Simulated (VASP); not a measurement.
Given:

```
Li
1.0
   -1.70861     1.70861     1.70861
    1.70861    -1.70861     1.70861
    1.70861     1.70861    -1.70861
Li
1
Direct
  0.00000   0.00000   0.00000
```

All values below come from revTPSS meta-GGA, VASP's PBE PAW potentials (set 64) (plane waves; VASP). Settings: 520 eV cut-off, 15×15×15 Γ-centred mesh, first-order Methfessel-Paxton smearing of 0.10 eV, potentials Li_sv.

**Question.** Predict the energy per atom (σ→0), band gap (on the k-mesh) with the smallest direct gap where there is one.

**Answer.** 
| Item | Value |
|---|---|
| band gap (on the k-mesh) | none (metal, semimetal or under 0.01 eV) |
| energy per atom (σ→0) | -2.690 eV/atom |

Only differences to runs with the same potentials and settings are physical.

The compound is Li in the bcc structure. This cell is one point of a volume scan, at 1.03 of the reference volume.
